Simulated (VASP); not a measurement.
Write the native input for VASP 6.6.1 that does the following.

| Item | Value |
| --- | --- |
| Task | relaxation of cell and atoms |
| Functional | RPBE |
| Potentials or basis | VASP PAW PBE potentials, release 64 (W_sv) |
| Cutoff | 600 eV |
| k mesh | 16 × 16 × 16 |
| Occupations | methfessel-paxton, width 0.1 eV |
| Spin | no spin polarisation |
| Further INCAR settings | ALGO = Normal; EDIFF = 1e-07; IBRION = 2; EDIFFG = -0.005; NSW = 90; ISIF = 3 |

The structure of W lies in POSCAR:

```
W                                       
1.0
   -1.5990475845      1.5990475845      1.5990475845
    1.5990475845     -1.5990475845      1.5990475845
    1.5990475845      1.5990475845     -1.5990475845
  W             
     1
Direct
     0.0000000000000000    0.0000000000000000    0.0000000000000000
```

One way to write it, as run:

INCAR

```
SYSTEM = W
PREC     = Accurate       ! precision mode
ENCUT    = 600            ! plane-wave cutoff, eV
EDIFF    = 1E-7           ! SCF threshold, eV
ISMEAR   = 1              ! smearing method
SIGMA    = 0.1            ! smearing width, eV
LREAL    = .FALSE.        ! projectors in reciprocal space
LASPH    = .TRUE.         ! aspherical terms in the spheres
NELM     = 80             ! most SCF steps
ALGO     = Normal         ! electronic algorithm
ISIF     = 3              ! what is computed and relaxed
LWAVE    = .FALSE.        ! write WAVECAR
LCHARG   = .FALSE.        ! write CHGCAR
GGA      = RP             ! functional
IBRION   = 2              ! ionic algorithm
NSW      = 90             ! ionic steps
EDIFFG   = -0.005         ! ionic threshold
```

KPOINTS

```
Automatic mesh
0
G
  16 16 16
  0 0 0
```

Potentials or basis: VASP PAW PBE potentials, release 64 (W_sv).

Run with:

```bash
$ cat potpaw_PBE.64/W_sv/POTCAR > POTCAR
$ mpirun -np 1 vasp_std > vasp.out
```

Results of the run:

The pressure after relaxing is 0.0 GPa and the band gap on the k mesh is none (metal or under the smearing width).

Caveat: the relaxation stopped at its first step, so nothing moved; the PAW data sets were made with another functional, which shifts forces and pressure a little.

Wall time 15 s on 1 thread of AMD EPYC 9R45 (Zen 5), on a shared host, peak memory 0.13 GiB.
